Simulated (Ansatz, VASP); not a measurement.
# Ti (Titanium): VASP beside Ansatz

Wanted: the spread between two codes on one cell, functional and k mesh. The cell is taken from a series of runs on this material, whose earlier steps may have relaxed, scaled, displaced or heated it; both programs get it as it stands.

Main program and level: Ansatz 0.2.0; plane waves, with VASP 6.6.1 beside it; zone-centre phonons at PBEsol.

## (1) Starting point

Symmetry: P6_3/mmc, No. 194, hexagonal system. Conventional cell: a = 2.959 Å, b = 2.959 Å, c = 4.674 Å, α = 90.00°, β = 90.00°, γ = 120.00°. Nearest to Ti lie 12 Ti at 2.89 to 2.96 Å.

Coordinates:

```cif
data_structure
_symmetry_space_group_name_H-M 'P6_3/mmc'
_symmetry_Int_Tables_number 194
_cell_length_a 2.9589
_cell_length_b 2.9589
_cell_length_c 4.6737
_cell_angle_alpha 90.000
_cell_angle_beta 90.000
_cell_angle_gamma 120.000
_cell_volume 35.44
loop_
_atom_site_label
_atom_site_type_symbol
_atom_site_symmetry_multiplicity
_atom_site_Wyckoff_symbol
_atom_site_fract_x
_atom_site_fract_y
_atom_site_fract_z
_atom_site_occupancy
Ti1 Ti 2 c 0.33333 0.66667 0.25000 1
```

## (2) Ansatz: zone-centre phonons, PBEsol

Ansatz runs on its PAW soft_1 files.

Second derivatives magnify differences that forces hide, and they need a tight electronic threshold.

Contents of input.yaml:

```yaml
crystal:
  lattice:
    - [2.9589134218, 0.0, 0.0]
    - [-1.4794567109, 2.5624941909, 0.0]
    - [0.0, 0.0, 4.6737254991]
  atoms:
    - { symbol: Ti, position: [0.3333333333, 0.6666666667, 0.25] }
    - { symbol: Ti, position: [0.6666666667, 0.3333333333, 0.75] }
kpoints:
  mp_grid: { grid: [18, 18, 12] }
hamiltonian:
  xc: pbesol
  pseudopotentials: { kind: paw, azcp: { folder: soft_1 }, xc_functional: pbe }
scf:
  occupations: { method: methfessel_paxton, width: 0.2 }
output:
  eigenvalues: true
phonons:
  method: dfpt
```

Run with:

```sh
ansatz run input.yaml --threads 4 --pin off --max-ram 10240MiB --backend cpu --events-out ev --progress --plain --runs-dir out
```

Numbers of over 12 decimals in the logs are rounded to 6 here.

The program printed:

```text
zone centre: on kpoints.mp_grid the ground state, and the responses unless they are solved on pairs of k-points, stand on 637 of the mesh's 3888 k-points, reduced under 4 symmetry operations, with k and −k counted as one. Each operation leaves every solved displacement unchanged or reverses it
Engine: ansatz 0.2.0, x86_64-unknown-linux-gnu
Pseudopotentials: kind: paw
Pseudopotential: Ti, paw, valence charge 12, recommended cutoff 420 eV (normal), soft_1/Ti.paw.azcp
Functional definition: PBEsol
  exchange = pbesol_x
  correlation = pbesol_c
Crystal: 2 atoms, lattice volume = 35.437 Å³
Basis set: ecut = 420 eV, 687 PW (Γ), exchange–correlation on 40×40×64 points (8 copies of the dense FFT grid, shifted against one another)
Bands: 16, of which v1, the nominal top of the filled ones, is band 12 counted from 1 (11 counted from 0)
Symmetry: 24 space group operations
k-points: 637 of 3888 (irreducible under 4 space group operations, time reversal used)
Non-local potential: Ti, projectors of the file, l = 0: 3, l = 1: 2, l = 2: 3, l = 3: 1
PAW form: soft (Blöchl's): semilocal exchange-correlation on the pseudo side does not see the compensation charge
PAW frozen core: Ti, regenerated for the run's functional, and the local potential with it (the file was generated under x = pbe(κ = 0.804, μ = 0.219515), c = pbe(β = 0.066725))
PAW one-centre angular grid: Ti, 590 points (default); XC on 64 Gauss nodes
Initial density: superposition of atomic densities (chi_scale 0.1, normalization cell)
Initial wavefunctions: pseudopotential atomic-orbital guess
Functional: x = pbesol(κ = 0.804, μ = 0.123457), c = pbesol(β = 0.046)
SCF iter   1: F=—  HF=-4948.252875 eV  |F-HF|=—  |Δ(HF+E_count)|=         —  Δρ=6.42e-2  dr2=1.53e0  ethr=3.10e-3  ⟨swp⟩=4.3  Hψ=88963  notcnv=0
automatic band count: the SCF goes on with 20 bands, as 16 were too few: they end inside the smearing window of the response
preconditioner: auto → none  [metal: Δε(μ)=0.008 eV  Ē_g=4.497 eV  σ=0.200 eV  W_gap=0.03  n_scr=8 (ndim 8)  ℏωp=17.6 eV  f_vac=0.000  D(μ)=1.63/eV (n_scr^D=22)  sad-step TF]
SCF iter   2: F=—  HF=-4947.924402 eV  |F-HF|=—  |Δ(HF+E_count)|=   3.28e-1  S|Δr|=    0.00e0  Δρ=3.67e-2  dr2=5.30e-1  ethr=3.10e-3  ⟨swp⟩=2.0  Hψ=21440  notcnv=0  defer=862
SCF iter   3: F=—  HF=-4947.757327 eV  |F-HF|=—  |Δ(HF+E_count)|=   1.67e-1  S|Δr|=    0.00e0  Δρ=1.43e-3  dr2=3.41e-4  ethr=2.21e-3  ⟨swp⟩=2.5  Hψ=20569  notcnv=0  defer=862
SCF iter   4: F=—  HF=-4947.757518 eV  |F-HF|=—  |Δ(HF+E_count)|=   1.91e-4  S|Δr|=    0.00e0  Δρ=1.38e-4  dr2=3.00e-6  ethr=1.42e-6  ⟨swp⟩=2.1  Hψ=22107  notcnv=0  defer=812
SCF iter   5: F=—  HF=-4947.757526 eV  |F-HF|=—  |Δ(HF+E_count)|=   7.42e-6  S|Δr|=    0.00e0  Δρ=6.25e-5  dr2=1.01e-6  ethr=1.25e-8  ⟨swp⟩=2.0  Hψ=19737  notcnv=0  defer=812
SCF iter   6: F=—  HF=-4947.757525 eV  |F-HF|=—  |Δ(HF+E_count)|=   3.06e-7  S|Δr|=    0.00e0  Δρ=9.65e-6  dr2=1.76e-8  ethr=4.23e-9  ⟨swp⟩=2.9  Hψ=19689  notcnv=0  defer=812
SCF iter   7: F=—  HF=-4947.757525 eV  |F-HF|=—  |Δ(HF+E_count)|=   7.34e-9  S|Δr|=    0.00e0  Δρ=1.02e-6  dr2=2.92e-10  ethr=7.33e-11  ⟨swp⟩=3.0  Hψ=20356  notcnv=0  defer=812
SCF iter   8: F=-4947.757525 eV  HF=-4947.757525 eV  |F-HF|=0.00e0  |Δ(HF+E_count)|=  1.08e-10  S|Δr|=    0.00e0  Δρ=4.77e-8  dr2=2.32e-13  ethr=1.00e-12  ⟨swp⟩=9.0  Hψ=51244  notcnv=0
SCF 1 converged in 8 iterations: F = -4947.757525 eV  dr2 = 2.32e-13
  greatest PAW one-centre occupation: 0.999 electrons in one spin orbital (limit 2), on the Ti atom at site 1 (counted from 0), in its partial waves of l = 0
DFPT response loops at Γ: preconditioner auto → Kerker (q_TF=auto, 2.557 Å⁻¹) (partly filled bands, converged f_vac=0.000); β = 1.00, the filter's whole step (`scf.mixing.beta` (0.50) is not read by the response loops under this deck's `scf.mixing.preconditioner`; to damp them name `kerker` or `kerker_dos`, under which they read `scf.mixing.beta`, and type it under 1.00, their step now; both keys bind the ground state too); Broyden in place of MSR1
SCF converged after 8 iterations
Stability not checked: this state was not tested for a lower state beside it, because cold or Methfessel-Paxton smearing, or corrected tetrahedra, fill the levels in a way that the test cannot read (fill_not_monotonic; see scf.lower_state_search)
Free energy (F): -4947.757525 eV
Harris-Foulkes:  -4947.757525 eV  (|F-HF|=0.00e0)
Internal energy: -4947.762830 eV  (E = F + TS)
E sigma→0 (E₀):  -4947.758852 eV
Entropy (-TS):   0.005305 eV (2.652 meV/atom)
Fermi energy:    12.867610 eV
--- Per-component energies (eV) ---
  E_band       = -325.628655
  E_kinetic    = 560.312082
  E_local      = -1768.242718  (includes V_loc(G=0)·N_el)
  E_nonlocal   = 123.306958
  E_hartree    = 697.251953
  E_xc         = -229.749651
  E_vxc        = -288.963730  (∫ρ·V_xc dr)
  E_paw        = -2034.123655  (= ΣΔE_a)
  E_vpaw       = -346.544991  (= ΣTr[D̂ρ^β])
  E_aug_tail   = -0.000165  (compensation charges beyond the density's cutoff)
  E_ewald      = -2296.796403
  E_core_change = 0.278769  (= ΣΔE_core)
  E_smearing   = 0.005305  (= −TS)
  E_closure    = -0.000000  (closes the sum)
  Σ components = -4947.757525   (vs F -4947.757525, Δ=0.00e0)
--- Band table (eV; the first three rows and the last of 637) ---
  k-point 0: bands = [... 8 lower, 6.7111, 10.2135, 13.5961, 13.6165, 13.6165, 13.7490, 14.1086, 14.1086, ... 4 higher]
  k-point 1: bands = [... 8 lower, 6.7691, 10.1834, 13.4929, 13.5844, 13.5844, 13.7167, 14.0757, 14.0757, ... 4 higher]
  k-point 2: bands = [... 8 lower, 6.9409, 10.0776, 13.2485, 13.5189, 13.5189, 13.6233, 13.9866, 13.9866, ... 4 higher]
  k-point 636: bands = [... 8 lower, 10.8769, 10.8769, 12.2962, 12.2962, 12.7549, 12.7549, 14.3831, 14.3831, ... 4 higher]
--- Phonons (Γ-DFPT): 2 representative perturbations + reference, on 637 of 3888 k-points (Σ response iterations 6) ---
  k mesh reduced under 4 symmetry operations, with k and −k counted as one. Each operation leaves every solved displacement unchanged or reverses it
  ASR residual: 1.454e-6 → 0.000e0 eV/Å²; symmetrization residual: 1.281e-12 eV/Å²
  ASR residual per site (eV/Å²): 1.45e-6 1.45e-6
  Γ frequencies (cm⁻¹): 0.00 0.00 0.00 130.17 130.17 153.89
  non-analytic LO–TO correction: not included (Born effective charges unavailable; polar crystals: no LO–TO splitting at Γ)
```

In the SCF lines HF is the Harris–Foulkes energy and dr2 the Hartree energy of the density residual, in eV; the loop may stop once dr2 is under the threshold and the program's other checks hold. Hψ counts applications of the Hamiltonian.

(Continued in part 2 of 2.)

[Lines on the potential files, build, host, timing and source positions are cut from VASP's logs without a mark.]

[Logs are printed without paths, hosts, clocks, repeated set-up lines and the standing remarks that a program may print on its own settings, such as how far it seeks lower states.]

[Hosts, paths, dates, database ids (printed as entryN), source tags and the programs' standing remarks are cut or masked in the printed files.]
